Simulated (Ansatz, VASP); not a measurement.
# Cross-check of HfO2 between VASP and Ansatz

One calculation is typed for both programs; each brings its own data sets and cutoff. How far apart do they land? The cell is taken from a series of VASP runs on this material, whose earlier steps may have relaxed, scaled or displaced it; both programs get it as it stands. Other levels of theory on this material are compared in a session of their own.

Calculated with Ansatz 0.2.0; plane waves, with VASP 6.6.1 beside it; band structure at LDA, spin-orbit coupling.

## Step 1: Starting point

It takes space group Fm-3m (No. 225, cubic). Conventional cell: a = 5.115 Å, b = 5.115 Å, c = 5.115 Å, α = 90.00°, β = 90.00°, γ = 90.00°. Hf has 8 O at 2.21 Å nearest. Nearest to O lie 4 Hf at 2.21 Å. Farther neighbours and most contacts between anions are not listed.

Coordinates:

```cif
data_structure
_symmetry_space_group_name_H-M 'P 1'
_symmetry_Int_Tables_number 1
_cell_length_a 3.6169
_cell_length_b 3.6169
_cell_length_c 3.6169
_cell_angle_alpha 60.000
_cell_angle_beta 60.000
_cell_angle_gamma 60.000
_cell_volume 33.46
loop_
_atom_site_label
_atom_site_type_symbol
_atom_site_fract_x
_atom_site_fract_y
_atom_site_fract_z
_atom_site_occupancy
Hf1 Hf 0.00000 0.00000 0.00000 1
O2 O 0.25000 0.25000 0.25000 1
O3 O 0.75000 0.75000 0.75000 1
```

## Step 2: VASP: band structure, LDA, spin-orbit coupling

Levels along a path test the potential and the projectors away from the mesh points.

Lines of VASP's logs that name or quote its potential files are left out, and so is its time.

Contents of INCAR:

```
SYSTEM = HfO2
PREC = Accurate
ENCUT = 520
EDIFF = 1E-06
NELM = 100
ISMEAR = 0
SIGMA = 0.02
LREAL = .FALSE.
ALGO = Normal
GGA = CA
LNONCOLLINEAR = .TRUE.
MAGMOM = 0 0 0 0 0 0 0 0 0
NBANDS = 34
GGA_COMPAT = .FALSE.
LASPH = .TRUE.
LSORBIT = .TRUE.
LMAXMIX = 4
LORBIT = 11
LWAVE = .FALSE.
LCHARG = .FALSE.
KPAR = 4
ISIF = 2
```

Contents of POSCAR:

```
HfO2
1.0
    0.0000000000      2.5575000000      2.5575000000
    2.5575000000      0.0000000000      2.5575000000
    2.5575000000      2.5575000000      0.0000000000
Hf O
1 2
Direct
    0.0000000000      0.0000000000      0.0000000000
    0.2500000000      0.2500000000      0.2500000000
    0.7500000000      0.7500000000      0.7500000000
```

Contents of KPOINTS:

```
Automatic mesh
0
Gamma
10 10 10
0 0 0
```

Contents of KPOINTS_OPT:

```
Line mode
16
Line-mode
Reciprocal
  0.00000000   0.00000000   0.00000000 GAMMA
  0.50000000   0.00000000   0.50000000 X

  0.50000000   0.00000000   0.50000000 X
  0.50000000   0.25000000   0.75000000 W

  0.50000000   0.25000000   0.75000000 W
  0.37500000   0.37500000   0.75000000 K

  0.37500000   0.37500000   0.75000000 K
  0.00000000   0.00000000   0.00000000 GAMMA

  0.00000000   0.00000000   0.00000000 GAMMA
  0.50000000   0.50000000   0.50000000 L

  0.50000000   0.50000000   0.50000000 L
  0.62500000   0.25000000   0.62500000 U

  0.62500000   0.25000000   0.62500000 U
  0.50000000   0.25000000   0.75000000 W

  0.50000000   0.25000000   0.75000000 W
  0.50000000   0.50000000   0.50000000 L

  0.50000000   0.50000000   0.50000000 L
  0.37500000   0.37500000   0.75000000 K

  0.62500000   0.25000000   0.62500000 U
  0.50000000   0.00000000   0.50000000 X
```

PAW data sets: Hf_pv and O (LDA family, release 64).

The run is started by

```bash
> mpirun -np 4 vasp_ncl
```

Numbers of over 12 decimals in the logs are rounded to 6 here.

The program printed:

```text
[banner, memory and clock lines left out]
running    4 mpi-ranks, on    1 nodes
 distrk:  each k-point on    1 cores,    4 groups
 distr:  one band on    1 cores,    1 groups

 POSCAR found type information on POSCAR HfO
 POSCAR found :  2 types and       3 ions
 LDA part: xc-table for (Slater(with rela. corr.)+CA(PZ))
 , standard interpolation
 POSCAR, INCAR and KPOINTS ok, starting setup
 FFT: planning ... GRIDC
 FFT: planning ... GRID_SOFT
 FFT: planning ... GRID
 WAVECAR not read
 entering main loop
       N       E                     dE             d eps       ncg     rms          rms(c)
DAV:   1     0.110854631029E+03    0.11085E+03   -0.12167E+04  3196   0.128E+03
DAV:   2    -0.325243898403E+02   -0.14338E+03   -0.13740E+03  4110   0.333E+02
DAV:   3    -0.392237674022E+02   -0.66994E+01   -0.66629E+01  3880   0.625E+01
DAV:   4    -0.392813137866E+02   -0.57546E-01   -0.57510E-01  3938   0.635E+00
DAV:   5    -0.392819620632E+02   -0.64828E-03   -0.64814E-03  3828   0.615E-01    0.529E+01
DAV:   6    -0.338044565547E+02    0.54775E+01   -0.17405E+01  3306   0.343E+01    0.445E+01
DAV:   7    -0.336348633967E+02    0.16959E+00   -0.99742E-01  3662   0.806E+00    0.307E+01
DAV:   8    -0.335723391154E+02    0.62524E-01   -0.27567E-01  3250   0.479E+00    0.117E+01
DAV:   9    -0.335618133264E+02    0.10526E-01   -0.21416E-02  3758   0.119E+00    0.254E+00
DAV:  10    -0.335569376823E+02    0.48756E-02   -0.11368E-02  3264   0.943E-01    0.141E+00
DAV:  11    -0.335569130446E+02    0.24638E-04   -0.74785E-04  3940   0.214E-01    0.134E-01
DAV:  12    -0.335569147180E+02   -0.16734E-05   -0.14083E-05  3916   0.317E-02    0.382E-02
DAV:  13    -0.335569157285E+02   -0.10105E-05   -0.63231E-06  3412   0.217E-02    0.494E-02
DAV:  14    -0.335569154091E+02    0.31946E-06   -0.13321E-06  3290   0.103E-02
   1 F= -.33556915E+02 E0= -.33556915E+02  d E =-.150578E-35  mag=    -0.0000     0.0000    -0.0000
 Start KPOINTS_OPT (optional k-point list driver)
k-point batch [1-47\160]
       N       E                     dE             ncg
DAV:   1    -0.259605422047E+04   -0.35535E+05     3196
DAV:   2    -0.884112355904E+04   -0.62451E+04     3850
DAV:   3    -0.916679038417E+04   -0.32567E+03     3866
DAV:   4    -0.917113935531E+04   -0.43490E+01     3834
DAV:   5    -0.917121003552E+04   -0.70680E-01     4016
DAV:   6    -0.917121213512E+04   -0.20996E-02     4108
DAV:   7    -0.917121216184E+04   -0.26722E-04     3836
DAV:   8    -0.917121216272E+04   -0.88505E-06     2858
[...]
k-point batch [142-160\160]
       N       E                     dE             ncg
DAV:   1     0.202075417372E+05   -0.17434E+05     1292
DAV:   2     0.176311966043E+05   -0.25763E+04     1556
DAV:   3     0.174908326081E+05   -0.14036E+03     1536
DAV:   4     0.174889025569E+05   -0.19301E+01     1536
DAV:   5     0.174888660634E+05   -0.36494E-01     1628
DAV:   6     0.174888651116E+05   -0.95182E-03     1622
DAV:   7     0.174888650979E+05   -0.13745E-04     1554
DAV:   8     0.174888650974E+05   -0.42352E-06     1132
```

From OUTCAR (step 2):

```text
ion  position               nearest neighbor table
   1  0.000  0.000  0.000-   3 2.21   3 2.21   3 2.21   2 2.21   3 2.21   2 2.21   2 2.21   2 2.21

  LATTYP: Found a face centered cubic cell.
 ALAT       =     5.1150000000

 Subroutine GETGRP returns: Found 48 space group operations
 (whereof 48 operations were pure point group operations)

The static configuration has the point symmetry O_h .

 Found     47 irreducible k-points:

   k-points           NKPTS =     47   k-points in BZ     NKDIM =     47   number of bands    NBANDS=     34

   dimension x,y,z NGX =    28 NGY =   28 NGZ =   28
   dimension x,y,z NGXF=    56 NGYF=   56 NGZF=   56

   ENCUT  =  520.0 eV  38.22 Ry    6.18 a.u.   6.72  6.72  6.72*2*pi/ulx,y,z

   NELECT =      22.0000    total number of electrons

 k-points in reciprocal lattice and weights: Automatic mesh
   0.00000000  0.00000000  0.00000000       0.001
   0.10000000  0.00000000  0.00000000       0.008
   0.20000000  0.00000000  0.00000000       0.008
   0.30000000  0.00000000  0.00000000       0.008
   0.40000000  0.00000000  0.00000000       0.008
   0.50000000  0.00000000  0.00000000       0.004
   0.10000000  0.10000000  0.00000000       0.006
   0.20000000  0.10000000  0.00000000       0.024
   0.30000000  0.10000000  0.00000000       0.024
[...]
-0.30000000  0.40000000  0.20000000       0.024
  -0.30000000  0.50000000  0.20000000       0.012

 average (electrostatic) potential at core
       1 -38.1342       2 -70.8718       3 -70.8718

 E-fermi :   3.9893

 k-point     1 :       0.0000    0.0000    0.0000
  band No.  band energies     occupation
    ...
     18       3.1262      1.00000
     19       3.2698      1.00000
     20       3.2698      1.00000
     21       3.2698      1.00000
     22       3.2698      1.00000
     23       7.4183      0.00000
     24       7.4183      0.00000
     25       7.4183      0.00000
     26       7.4183      0.00000
     27       9.2997      0.00000
    ...

 k-point     2 :       0.1000    0.0000    0.0000
  band No.  band energies     occupation
    ...
     18       2.8755      1.00000
     19       3.0192      1.00000
     20       3.0192      1.00000
     21       3.0786      1.00000
     22       3.0786      1.00000
     23       7.5992      0.00000
     24       7.5992      0.00000
     25       7.6245      0.00000
     26       7.6245      0.00000
     27       9.7148      0.00000
    ...

 k-point     3 :       0.2000    0.0000    0.0000
  band No.  band energies     occupation
    ...
     18       2.2174      1.00000
     19       2.5775      1.00000
     20       2.5775      1.00000
     21       2.6783      1.00000
     22       2.6783      1.00000
     23       7.9333      0.00000
     24       7.9333      0.00000
     25       8.0263      0.00000
     26       8.0263      0.00000
     27      10.4599      0.00000
    ...

  Total       -4.0010674     -4.0010674     -4.0010674      0.0000000     -0.0000000     -0.0000000
  in kB     -191.6061869   -191.6061869   -191.6061869      0.0000000     -0.0000000     -0.0000000
  external PRESSURE =    -191.6061869 kB  Pullay stress =       0.0000000 kB

  energy-cutoff  :      520.00
  volume of cell :       33.46
      direct lattice vectors                 reciprocal lattice vectors
     0.000000000  2.557500000  2.557500000    -0.195503421  0.195503421  0.195503421
     2.557500000  0.000000000  2.557500000     0.195503421 -0.195503421  0.195503421
     2.557500000  2.557500000  0.000000000     0.195503421  0.195503421 -0.195503421

 POSITION                                       TOTAL-FORCE (eV/Angst)
 -----------------------------------------------------------------------------------
      0.00000      0.00000      0.00000         0.000000      0.000000      0.000000
      1.27875      1.27875      1.27875         0.000000      0.000000      0.000000
      3.83625      3.83625      3.83625        -0.000000     -0.000000     -0.000000
 -----------------------------------------------------------------------------------
    total drift:                                0.000000      0.000000      0.000000

  FREE ENERGIE OF THE ION-ELECTRON SYSTEM (eV)
  ---------------------------------------------------
  free  energy   TOTEN  =       -33.5569154091 eV

  energy  without entropy=      -33.5569154091  energy(sigma->0) =      -33.55691541

 Spin-Orbit-Coupling matrix elements
 Ion:    1  E_soc:     -1.2804761
 Ion:    2  E_soc:     -0.0005487
 Ion:    3  E_soc:     -0.0005487

 total charge
# of ion       s       p       d       tot
------------------------------------------
    1        0.290   6.606   1.357   8.253
    2        1.548   3.510   0.000   5.058
    3        1.548   3.510   0.000   5.058
--------------------------------------------------
tot          3.386  13.627   1.357  18.370

 magnetization (x)
# of ion       s       p       d       tot
------------------------------------------
    1       -0.000   0.000   0.000  -0.000
    2        0.000  -0.000   0.000  -0.000
    3        0.000   0.000   0.000   0.000
--------------------------------------------------
tot         -0.000  -0.000   0.000  -0.000

 magnetization (y)
# of ion       s       p       d       tot
------------------------------------------
    1       -0.000   0.000   0.000  -0.000
    2        0.000  -0.000   0.000  -0.000
    3        0.000   0.000   0.000   0.000
--------------------------------------------------
tot         -0.000  -0.000   0.000  -0.000

 magnetization (z)
# of ion       s       p       d       tot
------------------------------------------
    1       -0.000   0.000   0.000  -0.000
    2        0.000  -0.000   0.000  -0.000
    3        0.000   0.000   0.000   0.000
--------------------------------------------------
tot         -0.000  -0.000   0.000  -0.000

[... 3 further parts left out ...]
```

The run ends at a pressure of -19.16 GPa.

[end of part 1 of 2]

[Lines on the potential files, build, host, timing and source positions are cut from VASP's logs without a mark.]

[Logs are printed without paths, hosts, clocks, repeated set-up lines and the standing remarks that a program may print on its own settings, such as how far it seeks lower states.]

[Hosts, paths, dates, database ids (printed as entryN), source tags and the programs' standing remarks are cut or masked in the printed files.]
